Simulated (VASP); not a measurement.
Here is the system:

```
Tc
1.0
    1.37246    -2.37717     0.00000
    1.37246     2.37717     0.00000
    0.00000     0.00000     4.39742
Tc
2
Cartesian
  1.37246   0.79239   1.09936
  1.37246  -0.79239   3.29807
```

Calculation: PBE GGA, VASP's PBE PAW potentials (set 64) (plane waves; VASP 6.6.1). Run with 480 eV cut-off, 14×14×8 Γ-centred mesh, first-order Methfessel-Paxton smearing of 0.10 eV, potentials Tc_pv.

Energy and stress use the plane-wave basis of the starting cell.

### Question
The ions, cell shape and volume at an external pressure of 15.0 GPa are relaxed. What does this cell relax into?

### Answer

```
Tc
1.0
    1.35341    -2.34417     0.00000
    1.35341     2.34417     0.00000
    0.00000     0.00000     4.33654
Tc
2
Cartesian
  1.35341   0.78139   1.08413
  1.35341  -0.78139   3.25240
```
Space group P6_3/mmc (194), at a tolerance of 0.03 Å.

### Question
How do energy and volume change from the first to the last step?

### Answer
The energy (σ→0) changes by +28.0 meV/atom and the volume by -4.1 %, in 7 ionic steps.

| step | E(σ→0) (eV) | max force (eV/Å) | pressure (GPa) | volume (Å³) |
|---|---|---|---|---|
| 1 | -20.6987 | 0.000 | 0.82 | 28.69 |
| 2 | -19.5167 | 0.000 | 89.49 | 23.74 |
| 3 | -20.6494 | 0.000 | 14.00 | 27.59 |
| 4 | -20.6438 | 0.000 | 14.83 | 27.53 |
| 5 | -20.6417 | 0.000 | 15.14 | 27.51 |
| 6 | -20.6455 | 0.000 | 14.59 | 27.55 |
| 7 | -20.6427 | 0.000 | 15.00 | 27.52 |

The compound is Tc in the hcp structure. This run relaxes it under an external pressure of 15 GPa. Symmetry was kept, so distortions that lower it aren't found.
